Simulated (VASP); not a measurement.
Energy against volume of WSi2 (MoSi2 type). Method: RPBE GGA, VASP's PBE PAW potentials (set 64) (plane waves; VASP). Numerical set-up: 520 eV cut-off, 13×13×13 Γ-centred mesh, first-order Methfessel-Paxton smearing of 0.10 eV, potentials Si W_sv.

Shape and ions are relaxed at each volume.

```csv
V (Å³/atom),E (eV/atom)
13.003,-7.84851
13.418,-7.87639
13.833,-7.88488
14.248,-7.87690
```

Problem. Fit these four points and predict the energy of the run at 14.663 Å³/atom.

Solution. A cubic in V^(−2/3), the third-order Birch-Murnaghan form, passes through the four points with V0 = 13.83 Å³/atom and B0 = 212 GPa, and gives -7.8549 eV/atom there. The run gave -7.8550 eV/atom, -0.0 meV/atom from the fit; all five points give B0 = 212 GPa.

The compound is WSi2 in the MoSi2 type structure. It was relaxed first.
